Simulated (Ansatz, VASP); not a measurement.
# Nb2CSO (Nb2COS MXene bilayer, AA): VASP beside Ansatz

Wanted: the spread between two codes on one cell, functional and k mesh. The structure shown is the end of the Ansatz relaxation below.

Program: Ansatz 0.2.0. Level of theory: plane waves, with VASP 6.6.1 beside it; single point at LDA. Results are calculated unless marked as measured.

**1. Starting point**

The cell holds 10 atoms: 2 S, 4 Nb, 2 C and 2 O. Cell: a = 3.148 Å, b = 3.148 Å, c = 51.135 Å, α = 90.0°, β = 90.0°, γ = 120.0°. Vacuum lies along c. The height across the vacuum is the one that the program set for its solve, not the one typed.

**2. Ansatz: relaxation, LDA**

Ansatz runs on its default PAW (the set named soft_2) files.

This run makes the geometry at which the two programs are then compared.

Contents of input.yaml:

```yaml
crystal:
  lattice:
    - [3.150576, 0.0, 0.0]
    - [-1.575288, 2.7284788526, 0.0]
    - [0.0, 0.0, 31.6673905173]
  atoms:
    - { symbol: S, position: [0.3333333333, 0.6666666667, 0.2842040299] }
    - { symbol: Nb, position: [0.6666666667, 0.3333333333, 0.3395512668] }
    - { symbol: C, position: [0.0, 0.0, 0.3788072122] }
    - { symbol: Nb, position: [0.3333333333, 0.6666666667, 0.4180631575] }
    - { symbol: O, position: [0.6666666667, 0.3333333333, 0.4534221173] }
    - { symbol: S, position: [0.3333333333, 0.6666666667, 0.5465778827] }
    - { symbol: Nb, position: [0.6666666667, 0.3333333333, 0.6019251196] }
    - { symbol: C, position: [0.0, 0.0, 0.641181065] }
    - { symbol: Nb, position: [0.3333333333, 0.6666666667, 0.6804370103] }
    - { symbol: O, position: [0.6666666667, 0.3333333333, 0.7157959701] }
  periodic: [true, true, false]
kpoints:
  mp_grid: { grid: [12, 12, 1] }
hamiltonian:
  xc: lda
scf:
  occupations: { method: fermi_dirac, width: 0.05 }
  convergence: { dr2_threshold: 1.0e-09 }
relax:
  f_tol: 0.004
  max_steps: 90
  cell: {}
output:
  write_potential: true
  write_density: true
  volumetric_format: npy
```

Run with:

```sh
$ ansatz run input.yaml --threads 4 --pin off --max-ram 6144MiB --backend cpu --events-out ev --progress --plain --runs-dir out
```

Numbers of over 12 decimals in the logs are rounded to 6 here.

The log of the run:

```text
Warning: crystal.periodic: the lattice vector that does not repeat stood 0.000° off the slab's normal, 31.667 Å along it as the deck builds it. The run solves the slab on a vector along the normal, 51.135 Å long, with every atom where it was (on the deck's vector they left 18.00 Å outside them, and the widest stretch free of ions among them is 2.95 Å). A fractional position that the run reports is one of the run's ce [...]
Warning: relax.cell: scf.convergence.dr2_threshold = 1e-9 eV is looser than the 1.78525084173e-10 eV advised for a relaxation that steers and ends on the stress (1e-10 eV for each atom of the cell: 10, times the square of relax.cell.stress_2d_tol = 0.05 N/m over 23.7 Å (the atoms' height at the walk's start and 5 Å past either face), 2.113e-2 GPa, over a crystal's default 0.05). What an SCF threshold leaves in a stress goes as its square root, and in the free energy as the threshold itself, and one threshold admits the most on a small cell: [figures from the program's tests cut] Set scf.convergence.dr2_threshold to 1.78525084173e-10 eV or tighter. [rest of the remark cut]
crystal.periodic: the lattice vector that does not repeat stood 0.000° off the slab's normal, 31.667 Å along it as the deck builds it. The run solves the slab on a vector along the normal, 51.135 Å long, with every atom where it was (on the deck's vector they left 18.00 Å outside them, and the widest stretch free of ions among them is 2.95 Å). A fractional position that the run reports is one of the run's cell, which [...]
Engine: ansatz 0.2.0, aarch64-unknown-linux-gnu
Pseudopotentials: kind: paw
[...]
SCF iter   2: F=—  HF=-21114.094721 eV  |F-HF|=—  |Δ(HF+E_count)|=   2.61e-4  Δρ=2.82e-6  dr2=2.71e-8  ethr=3.13e-11  ⟨swp⟩=6.1  Hψ=4318  notcnv=0
SCF iter   3: F=—  HF=-21114.094721 eV  |F-HF|=—  |Δ(HF+E_count)|=   5.75e-9  Δρ=5.65e-7  dr2=1.03e-9  ethr=3.13e-11  ⟨swp⟩=2.5  Hψ=1680  notcnv=0
SCF iter   4: F=-21114.094721 eV  HF=-21114.094721 eV  |F-HF|=4.04e-10  |Δ(HF+E_count)|=  1.53e-10  Δρ=1.73e-7  dr2=1.94e-10  ethr=1.19e-12  ⟨swp⟩=19.0  Hψ=9731  notcnv=0
SCF 8 converged in 4 iterations: F = -21114.094721 eV  dr2 = 1.94e-10
relax step   8: F+E_penalty+E_count = -21114.09472088 eV  Δ(F+E_penalty+E_count) = +4.226e-4 eV  max|allowed force component| = 1.015e-3 eV/Å  Δτ_max = 0.0000 Å  P = -0.017 N/m  Ω = 438.985 Å³  fix = [c, alpha, beta]  reactions: c -0.000 N/m  stress off target by 1.73e-2 N/m on what of the cell is left free  SCF on the basis re-selected at this cell (its energy is not comparable with the rows above)  (4 SCF iters)
basis re-selected at this cell: Δ(F+E_penalty+E_count) = +4.226e-4 eV, ΔP = -0.016 N/m vs the last step (what re-selecting the basis moved, of the pressure what is left beyond the Pulay correction that the steps carried, after the strain that the cell walked since its last selection, with what the two solves' SCF thresholds leave and, on support functions, any second-order correction that the steps lacked; it is no m [...]
WARN: The output density's exchange-correlation potential varies sharply where the density is thin. Do not read a vacuum level from v_tot or v_xc, or from such a field of the output density. On a cell that repeats whose density bears no net charge and no dipole along the vacuum's axis use v_es (v_loc + v_h of the components); under efield.dipole_correction with no amplitude use v_es + v_field, which holds any externa [...]
SCF converged after 4 iterations
Free energy (F): -21114.094721 eV
Harris-Foulkes:  -21114.094721 eV  (|F-HF|=4.04e-10)
Internal energy: -21114.064255 eV  (E = F + TS)
E sigma→0 (E₀):  -21114.079488 eV
Entropy (-TS):   -0.030466 eV (-3.047 meV/atom)
Fermi energy:    -5.732573 eV
--- Per-component energies (eV) ---
  E_band       = -2024.013418
  E_kinetic    = 2331.165150
  E_local      = -589975.993813  (includes V_loc(G=0)·N_el)
  E_nonlocal   = 701.873708
  E_hartree    = 293398.212414
  E_xc         = -1137.420152
  E_vxc        = -1339.854405  (∫ρ·V_xc dr)
  E_paw        = -13471.530464  (= ΣΔE_a)
  E_vpaw       = -537.630720  (= ΣTr[D̂ρ^β])
  E_aug_tail   = 0.005014  (compensation charges beyond the density's cutoff)
  E_ewald      = 287037.295208
  E_core_change = 2.328680  (= ΣΔE_core)
  E_smearing   = -0.030466  (= −TS)
  E_closure    = 0.000000  (closes the sum)
  Σ components = -21114.094721   (vs F -21114.094721, Δ=0.00e0)
--- Forces (eV/Å), atoms counted from 1 ---
  atom   1  S      0.00000000     0.00000000     0.00069924
  atom   2  Nb     0.00000000    -0.00000000     0.00029125
  atom   3  C      0.00000000     0.00000000    -0.00047980
  atom   4  Nb     0.00000000    -0.00000000     0.00085359
  atom   5  O      0.00000000    -0.00000000    -0.00001455
  atom   6  S     -0.00000000     0.00000000     0.00034415
  atom   7  Nb     0.00000000    -0.00000000    -0.00104274
  atom   8  C      0.00000000     0.00000000    -0.00046898
  atom   9  Nb     0.00000000    -0.00000000     0.00039931
  atom  10  O      0.00000000    -0.00000000    -0.00085642
  max |Σ_I F_I| component: 2.75e-4 eV/Å
--- 2D stress c σ (N/m, compression-positive) ---
       -0.017300      -0.000000      -0.000000
       -0.000000      -0.017300      -0.000000
       -0.000000      -0.000000      -0.000000
  P = ½ c Tr σ = -0.0173 N/m
--- Band table (eV; the first three rows and the last of 19) ---
  k-point 0: bands = ["-61.7686", "-61.7648", "-60.9781", "-60.9732", "-38.0998", "-38.0968", "-37.6279", "-37.6279", "-37.6256", "-37.6256", "-37.1627", "-37.1593", "-36.8800", "-36.8800", "-36.8753", "-36.8753", "-24.6480", "-24.5952", "-19.7203", "-19.6925", "-17.2142", "-17.1650", "-12.9106", "-12.6409", "-11.8791", "-11.8791", "-11.8525", "-11.8525", "-10.6991", "-10.0687", "-9.3232", "-9.3232", "-9.3083", "-9.3083", "-8.3281", "-7.6765", "-6.5293", "-6.5293", "-6.5240", "-6.5240", "-6.1195", "-6.1195", "-6.1011", "-6.1011", "-5.9610", "-5.7820", "-4.4332", "-4.4332", "-4.4242", "-4.4242", "-3.4080", "-3.2936"]
  k-point 1: bands = ["-61.7631", "-61.7592", "-60.9731", "-60.9682", "-38.0859", "-38.0829", "-37.6874", "-37.6853", "-37.6392", "-37.6370", "-37.1539", "-37.1506", "-36.9253", "-36.9207", "-36.8899", "-36.8852", "-24.6102", "-24.5577", "-19.6193", "-19.5933", "-17.2212", "-17.1828", "-12.7817", "-12.5352", "-11.9424", "-11.8723", "-11.8003", "-11.7730", "-10.5093", "-10.0245", "-9.6592", "-9.5939", "-9.3338", "-9.3174", "-8.1557", "-7.7408", "-7.2400", "-7.1451", "-6.9704", "-6.9445", "-6.3132", "-6.2666", "-5.6893", "-5.6469", "-5.4356", "-5.3055", "-4.4034", "-4.3915", "-4.3072", "-4.3025", "-3.2318", "-3.1377"]
  k-point 2: bands = ["-61.7480", "-61.7441", "-60.9594", "-60.9545", "-38.0484", "-38.0454", "-37.8423", "-37.8407", "-37.6700", "-37.6678", "-37.1374", "-37.1339", "-37.0444", "-37.0399", "-36.9170", "-36.9123", "-24.5184", "-24.4671", "-19.3381", "-19.3153", "-17.2281", "-17.2120", "-12.4568", "-12.2950", "-11.9127", "-11.8000", "-11.6007", "-11.5716", "-10.6072", "-10.5041", "-9.7464", "-9.4450", "-9.4044", "-9.3861", "-8.7903", "-8.6777", "-7.6546", "-7.4864", "-7.3081", "-7.2892", "-6.8033", "-6.6878", "-5.3469", "-5.3008", "-4.9417", "-4.7732", "-4.3639", "-4.3275", "-3.8137", "-3.8042", "-3.0917", "-3.0034"]
  k-point 18: bands = ["-61.6750", "-61.6710", "-60.8935", "-60.8886", "-38.2317", "-38.2314", "-38.1202", "-38.1184", "-37.8758", "-37.8723", "-37.3445", "-37.3400", "-37.2874", "-37.2836", "-37.0760", "-37.0720", "-24.2297", "-24.1856", "-17.8595", "-17.8351", "-16.8299", "-16.8285", "-11.7579", "-11.6800", "-11.6633", "-11.5874", "-11.5027", "-11.4380", "-10.8315", "-10.8061", "-10.2642", "-10.0384", "-10.0357", "-10.0150", "-9.9324", "-9.8724", "-9.4034", "-9.1568", "-9.0623", "-9.0092", "-5.2556", "-5.2146", "-5.1252", "-4.9048", "-4.2887", "-4.2590", "-3.7124", "-3.5031", "-3.1901", "-3.1690", "-2.7766", "-2.7316"]
  the weakly bound empty levels are not read free of the cell's end (no_gap_told)
--- Relaxed structure (7 steps of the walk, 7 accepted, 1 SCFs on fresh bases) ---
  F+E_penalty+E_count = -21114.09472088 eV   max|allowed force component| = 1.015e-3 eV/Å   (the final SCF, on the basis selected at the relaxed cell)
  cell:  # Å, volume = 438.9846 Å³
    - [3.148481, 0, 0]
    - [-1.574241, 2.726665, 0]
    - [0, 0, 51.134781]
  atoms:
    - { symbol: S, position: [0.333333, 0.666667, 0.183355] }
    - { symbol: Nb, position: [0.666667, 0.333333, 0.215708] }
    - { symbol: C, position: [8.890809515925293e-18, 0, 0.239527] }
    - { symbol: Nb, position: [0.333333, 0.666667, 0.263478] }
    - { symbol: O, position: [0.666667, 0.333333, 0.283333] }
    - { symbol: S, position: [0.333333, 0.666667, 0.335920] }
    - { symbol: Nb, position: [0.666667, 0.333333, 0.368263] }
    - { symbol: C, position: [-9.002011179297773e-18, 0, 0.392083] }
    - { symbol: Nb, position: [0.333333, 0.666667, 0.416020] }
    - { symbol: O, position: [0.666667, 0.333333, 0.435914] }
```

Reading the cycles: dr2 is the Hartree energy of the density residual (eV), the measure of convergence; HF is the Harris–Foulkes estimate of the energy, which meets the free energy F at convergence.

(Continued in part 2 of 2.)

[Lines on the potential files, build, host, timing and source positions are cut from VASP's logs without a mark.]

[Logs are printed without paths, hosts, clocks, repeated set-up lines and the standing remarks that a program may print on its own settings, such as how far it seeks lower states.]

[Hosts, paths, dates, database ids (printed as entryN), source tags and the programs' standing remarks are cut or masked in the printed files.]
